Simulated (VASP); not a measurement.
Output of a VASP run:

OSZICAR:
```
       N       E                     dE             d eps       ncg     rms          rms(c)
DAV:   1    -0.674256194239E+01   -0.67426E+01   -0.28398E+03   800   0.624E+02
DAV:   2    -0.247442530186E+02   -0.18002E+02   -0.17848E+02  1040   0.806E+01
DAV:   3    -0.253321181343E+02   -0.58787E+00   -0.58787E+00  1056   0.197E+01
DAV:   4    -0.253332247113E+02   -0.11066E-02   -0.11066E-02  1048   0.847E-01
DAV:   5    -0.253332292164E+02   -0.45050E-05   -0.45050E-05  1120   0.454E-02    0.650E+00
DAV:   6    -0.238346329798E+02    0.14986E+01   -0.49363E-01   848   0.554E+00    0.358E+00
DAV:   7    -0.238256258295E+02    0.90072E-02   -0.77999E-01   904   0.780E+00    0.493E-01
DAV:   8    -0.239791978457E+02   -0.15357E+00   -0.39095E-01   800   0.514E+00    0.470E-01
DAV:   9    -0.236977845531E+02    0.28141E+00   -0.35810E-01   800   0.486E+00    0.204E-01
DAV:  10    -0.237106382660E+02   -0.12854E-01   -0.18578E-02   864   0.202E+00    0.674E-02
DAV:  11    -0.237106589722E+02   -0.20706E-04   -0.55962E-04   840   0.301E-01    0.511E-02
DAV:  12    -0.237124934290E+02   -0.18345E-02   -0.17782E-03   808   0.669E-01    0.305E-02
DAV:  13    -0.237102097114E+02    0.22837E-02   -0.57486E-04   832   0.250E-01    0.272E-03
DAV:  14    -0.237102162685E+02   -0.65571E-05   -0.12771E-05   960   0.520E-02    0.252E-03
DAV:  15    -0.237101971073E+02    0.19161E-04   -0.57330E-06   840   0.329E-02    0.274E-03
DAV:  16    -0.237102043459E+02   -0.72387E-05   -0.64613E-06   840   0.299E-02    0.110E-03
DAV:  17    -0.237102020675E+02    0.22785E-05   -0.52436E-07   936   0.724E-03    0.555E-04
DAV:  18    -0.237102019204E+02    0.14712E-06   -0.84519E-08   896   0.444E-03    0.415E-04
DAV:  19    -0.237102019451E+02   -0.24753E-07   -0.55297E-08   568   0.312E-03
   1 F= -.23710202E+02 E0= -.23710202E+02  d E =0.000000E+00
       N       E                     dE             ncg
       N       E                     dE             ncg
```

OUTCAR:
```
------------------------ aborting loop because EDIFF is reached ----------------------------------------
  FORCE on cell =-STRESS in cart. coord.  units (eV):
  Direction    XX          YY          ZZ          XY          YZ          ZX
  --------------------------------------------------------------------------------------
  Total       -0.1079730     -0.1079730     -0.0682872     -0.0000000      0.0000000      0.0000000
  in kB       -2.9027328     -2.9027328     -1.8358256     -0.0000000      0.0000000      0.0000000
  external PRESSURE =      -2.5470970 kB  Pullay stress =       0.0000000 kB
  volume of cell :       59.60
      direct lattice vectors                 reciprocal lattice vectors
     4.468266980  0.000000000  0.000000000     0.223800414  0.000000000  0.000000000
     0.000000000  4.468266980  0.000000000     0.000000000  0.223800414  0.000000000
     0.000000000  0.000000000  2.984973564     0.000000000  0.000000000  0.335011342
 POSITION                                       TOTAL-FORCE (eV/Angst)
 -----------------------------------------------------------------------------------
      0.00000      0.00000      0.00000         0.000000      0.000000      0.000000
      2.23413      2.23413      1.49249         0.000000      0.000000      0.000000
      1.36030      1.36030      0.00000         0.006328      0.006328     -0.000000
      3.59443      0.87384      1.49249         0.006328     -0.006328      0.000000
      0.87384      3.59443      1.49249        -0.006328      0.006328     -0.000000
      3.10797      3.10797      0.00000        -0.006328     -0.006328      0.000000
 -----------------------------------------------------------------------------------
    total drift:                                0.000000      0.000000     -0.000000
  FREE ENERGIE OF THE ION-ELECTRON SYSTEM (eV)
  ---------------------------------------------------
  free  energy   TOTEN  =       -23.7102019451 eV

  energy  without entropy=      -23.7102019451  energy(sigma->0) =      -23.71020195

 total charge

# of ion       s       p       d       tot
------------------------------------------
    1        0.143   0.151   0.039   0.333
    2        0.143   0.151   0.039   0.333
    3        0.588   0.002   0.000   0.590
    4        0.588   0.002   0.000   0.590
    5        0.588   0.002   0.000   0.590
    6        0.588   0.002   0.000   0.590
--------------------------------------------------
tot          2.639   0.310   0.079   3.028

 Electric field gradients after diagonalization (V/A^2)
 (convention: |V_zz| > |V_xx| > |V_yy|)
----------------------------------------------------------------------
 ion       V_xx      V_yy      V_zz     asymmetry (V_yy - V_xx)/ V_zz
----------------------------------------------------------------------
   1       5.769     0.280    -6.049       0.908
   2       5.769     0.280    -6.049       0.908
   3       4.516     1.132    -5.648       0.599
   4       4.516     1.132    -5.648       0.599
   5       4.516     1.132    -5.648       0.599
   6       4.516     1.132    -5.648       0.599
```
(Selected blocks of OUTCAR.)

### POSCAR
```
MgH2
1
    4.4682669800    -0.0000000000     0.0000000000
   -0.0000000000     4.4682669800     0.0000000000
    0.0000000000     0.0000000000     2.9849735638
Mg H
2 4
Direct
  0.0000000000   0.0000000000   0.0000000000
  0.5000000000   0.5000000000   0.5000000000
  0.3044346230   0.3044346230   1.0000000000
  0.8044346230   0.1955653770   0.5000000000
  0.1955653770   0.8044346230   0.5000000000
  0.6955653770   0.6955653770   0.0000000000
```

**Question.** Write an INCAR and KPOINTS that could have produced this output.

**Answer.** Several could match; the one computed here: the input of the run itself, r2SCAN meta-GGA, plane waves, VASP's PBE PAW potentials (set 64).

KPOINTS_OPT:
```
k-points along high-symmetry lines
6
Line-mode
Reciprocal
  0.000000   0.000000   0.000000 ! GAMMA
  0.000000   0.500000   0.000000 ! X

  0.000000   0.500000   0.000000 ! X
  0.500000   0.500000   0.000000 ! M

  0.500000   0.500000   0.000000 ! M
  0.000000   0.000000   0.000000 ! GAMMA

  0.000000   0.000000   0.000000 ! GAMMA
  0.000000   0.000000   0.500000 ! Z

  0.000000   0.000000   0.500000 ! Z
  0.000000   0.500000   0.500000 ! R

  0.000000   0.500000   0.500000 ! R
  0.500000   0.500000   0.500000 ! A

  0.500000   0.500000   0.500000 ! A
  0.000000   0.000000   0.500000 ! Z

  0.000000   0.500000   0.000000 ! X
  0.000000   0.500000   0.500000 ! R

  0.500000   0.500000   0.000000 ! M
  0.500000   0.500000   0.500000 ! A
```

**KPOINTS**
```
Automatic mesh
0
Gamma
6 6 8
0 0 0
```

### INCAR
```
! general
SYSTEM   =  MgH2
PREC     =  Accurate
ENCUT    =  400   ! plane-wave cut-off (eV)
LREAL    =  .FALSE.   ! projection in real space or not
LASPH    =  .TRUE.   ! aspherical one-centre terms

! electronic loop
EDIFF    =  1E-7
NELM     =  100
ALGO     =  Normal   ! blocked Davidson
LMIXTAU  =  .TRUE.

! smearing
ISMEAR   =  -5

! functional
METAGGA  =  R2SCAN

! ions
ISIF     =  2

! output
LWAVE    =  .FALSE.
LCHARG   =  .FALSE.
LORBIT   =  11
NEDOS    =  601

! other
LEFG     =  .TRUE.
```

POTCAR, in this order: Mg H (PBE.64 set). Program: vasp_std.

The compound is MgH2 in the rutile structure. It was relaxed first.
